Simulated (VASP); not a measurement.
Output of a VASP run:

OSZICAR:
```
       N       E                     dE             d eps       ncg     rms          rms(c)
DAV:   1     0.369772936561E+03    0.36977E+03   -0.18078E+04  1036   0.111E+03
DAV:   2     0.603202202221E+01   -0.36374E+03   -0.35182E+03  1046   0.298E+02
DAV:   3    -0.309857416034E+02   -0.37018E+02   -0.35975E+02  1403   0.111E+02
DAV:   4    -0.327753858469E+02   -0.17896E+01   -0.17730E+01  1480   0.238E+01
DAV:   5    -0.328307370763E+02   -0.55351E-01   -0.55289E-01  1465   0.426E+00    0.155E+01
DAV:   6    -0.332409946527E+02   -0.41026E+00   -0.44534E+01  1329   0.118E+02    0.114E+01
DAV:   7    -0.309528712882E+02    0.22881E+01   -0.10934E+01  1382   0.774E+01    0.638E+00
DAV:   8    -0.311343157450E+02   -0.18144E+00   -0.42606E+00  1624   0.288E+01    0.399E+00
DAV:   9    -0.310194401987E+02    0.11488E+00   -0.12642E+00  1512   0.222E+01    0.130E+00
DAV:  10    -0.310211832104E+02   -0.17430E-02   -0.10441E-01  1427   0.832E+00    0.749E-01
DAV:  11    -0.310226854942E+02   -0.15023E-02   -0.14984E-02  1568   0.275E+00    0.666E-01
DAV:  12    -0.310201921052E+02    0.24934E-02   -0.75275E-03  1528   0.210E+00    0.144E-01
DAV:  13    -0.310201816133E+02    0.10492E-04   -0.27052E-03  1624   0.487E-01    0.948E-02
DAV:  14    -0.310201678485E+02    0.13765E-04   -0.96728E-05  1603   0.134E-01    0.926E-02
DAV:  15    -0.310201565963E+02    0.11252E-04   -0.36313E-05  1435   0.113E-01    0.520E-02
DAV:  16    -0.310201685939E+02   -0.11998E-04   -0.77300E-05  1518   0.159E-01    0.497E-02
DAV:  17    -0.310201629360E+02    0.56579E-05   -0.23117E-05  1502   0.809E-02    0.127E-02
DAV:  18    -0.310201618325E+02    0.11035E-05   -0.17127E-06   737   0.281E-02    0.327E-03
DAV:  19    -0.310201617359E+02    0.96661E-07   -0.40938E-06  1030   0.130E-02
   1 F= -.31020162E+02 E0= -.31011980E+02  d E =-.163640E-01
```

OUTCAR:
```
------------------------ aborting loop because EDIFF is reached ----------------------------------------
  FORCE on cell =-STRESS in cart. coord.  units (eV):
  Direction    XX          YY          ZZ          XY          YZ          ZX
  --------------------------------------------------------------------------------------
  Total       -1.3852441     -1.3373342     -1.5914624     -0.3484273      0.2185021     -0.4676846
  in kB      -10.4472526    -10.0859248    -12.0025123     -2.6277734      1.6479017     -3.5271903
  external PRESSURE =     -10.8452299 kB  Pullay stress =       0.0000000 kB
  volume of cell :      212.44
      direct lattice vectors                 reciprocal lattice vectors
    -2.988545000  2.988545000  5.946415000     0.000000000  0.167305495  0.084084276
     2.988545000 -2.988545000  5.946415000     0.167305495  0.000000000  0.084084276
     2.988545000  2.988545000 -5.946415000     0.167305495  0.167305495  0.000000000
 POSITION                                       TOTAL-FORCE (eV/Angst)
 -----------------------------------------------------------------------------------
      0.05303      0.01598     -0.00068        -0.312146     -0.165730     -0.010295
      2.97631      2.98363     -0.02792         0.225819     -0.114318      0.269612
     -0.00335      3.05926      2.97321         0.084278     -0.266342     -0.141509
      2.93603     -0.05153      3.06304         0.277121      0.141271     -0.347884
      1.48558     -1.43038      7.47940        -0.345018     -0.169788      0.147387
      1.55052      1.51286     -1.53956        -0.159135      0.148641     -0.153428
     -1.43715      1.44504      7.47086         0.031317      0.070658      0.124470
      1.40466      1.43077      4.36731         0.197764      0.355608      0.111647
 -----------------------------------------------------------------------------------
    total drift:                               -0.002400     -0.001210     -0.001302
  FREE ENERGIE OF THE ION-ELECTRON SYSTEM (eV)
  ---------------------------------------------------
  free  energy   TOTEN  =       -31.0201617359 eV

  energy  without entropy=      -31.0037977058  energy(sigma->0) =      -31.01197972
```
(Selected blocks of OUTCAR.)

### POSCAR
```
ZnCu2SiTe4
1
   -2.9885450000     2.9885450000     5.9464150000
    2.9885450000    -2.9885450000     5.9464150000
    2.9885450000     2.9885450000    -5.9464150000
Zn Si Cu Te
1 1 2 4
Direct
  0.0026160000   0.0088150000   0.0115460000
  0.4968300000   0.4956060000  -0.0028690000
  0.7618310000   0.2494400000   0.5112700000
  0.2489330000   0.7487670000   0.4825930000
  0.3895890000   0.8774460000   0.0092350000
  0.1236580000   0.1299580000   0.5125210000
  0.8699450000   0.3877380000   0.0013200000
  0.6065980000   0.6022300000   0.4743840000
```

Reconstruct the remaining input files.

Several could match; the one computed here: the input of the run itself, PBEsol GGA, plane waves, VASP's PBE PAW potentials (set 64).

INCAR:
```
ALGO = Normal
EDIFF = 1E-6
ENCUT = 300
GGA = PS
ISIF = 2
ISMEAR = -1
LASPH = .TRUE.
LCHARG = .FALSE.
LMAXMIX = 4
LREAL = .FALSE.
LWAVE = .FALSE.
NELM = 100
PREC = Accurate
SIGMA = 0.1
SYSTEM = ZnCu2SiTe4
```

**KPOINTS**
```
Automatic mesh
0
Gamma
3 3 3
0 0 0
```

POTCAR, in this order: Zn Si Cu Te (PBE.64 set). Program: vasp_std.

At this cut-off the stress carries a Pulay error, which pulls relaxed volumes low.

The structure comes from a computed database's ZnCu2SiTe4 entry (I-42m); how it stands against other phases isn't given here. The cell was not relaxed at this level, atoms are displaced from their ideal sites. The k-mesh is coarse (spacing up to 0.50 per Å, 2π included), so the numbers may not be converged in it.
